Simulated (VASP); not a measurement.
Here is the system:

```
TaAs
1.0
   -1.73255     1.73255     5.87549
    1.73255    -1.73255     5.87549
    1.73255     1.73255    -5.87549
Ta As
2 2
Direct
  0.74917   0.74917   0.00000
  0.49917   0.99917   0.50000
  0.16683   0.16683   0.00000
  0.91683   0.41683   0.50000
```

Computed with PBE GGA, VASP's PBE PAW potentials (set 64) (plane waves; VASP). Run with 400 eV cut-off, Gaussian smearing of 0.050 eV, potentials Ta_pv As.

Task: Give the energies of bands 9 to 19 at the high-symmetry points, in eV from the Fermi level.

Result: 
```csv
band,Γ,X,P,N,M,S,R
9,-6.93,-5.54,-5.56,-7.18,-4.52,-7.25,-5.60
10,-3.09,-5.54,-5.56,-6.17,-4.52,-5.95,-5.60
11,-2.48,-5.05,-5.03,-3.81,-2.88,-3.78,-4.99
12,-2.48,-5.05,-5.03,-3.42,-2.88,-3.39,-4.99
13,-2.33,-3.18,-3.19,-2.45,-2.77,-2.43,-3.16
14,-1.92,-3.18,-3.19,-2.31,-2.77,-2.41,-3.16
15,-1.65,-1.15,-1.15,-1.56,-0.98,-1.74,-1.17
16,-1.65,-1.15,-1.15,-0.28,-0.98,-0.13,-1.17
17,0.85,2.70,2.71,0.10,1.16,0.07,2.56
18,1.51,2.70,2.71,1.33,1.16,1.66,2.56
19,2.28,2.98,2.97,2.19,2.23,2.06,2.89
```

It has no gap at this level: it comes out as a metal or semimetal.

The structure was generated: TaAs was put into the NbAs type (I4_1md), which need not be its known phase. It was relaxed first.
